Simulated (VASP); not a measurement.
Here is the system:

```xyz
3
Lattice="-1.5950 1.5950 3.9117 1.5950 -1.5950 3.9117 1.5950 1.5950 -3.9117" Properties=species:S:1:pos:R:3 pbc="T T T"
Si     0.0000     0.0000     5.2022
Si     0.0000     0.0000     2.6213
Mo     0.0000     0.0000     0.0000
```

These are PBEsol GGA, VASP's PBE PAW potentials (set 64) (plane waves; VASP) values and carry that method's errors. Run with 480 eV cut-off, 12×12×12 Γ-centred mesh, first-order Methfessel-Paxton smearing of 0.10 eV, potentials Si Mo_sv.

Task: Predict the energy per atom (σ→0), band gap (on the k-mesh) with the smallest direct gap where there is one.

Result: 
The band gap (on the k-mesh) is none (metal, semimetal or under 0.01 eV) and the energy per atom (σ→0) is -8.359 eV/atom.

Total energies compare only between runs with the same potentials, cut-off and functional.

The compound is MoSi2 in the MoSi2 type structure. It was relaxed first.
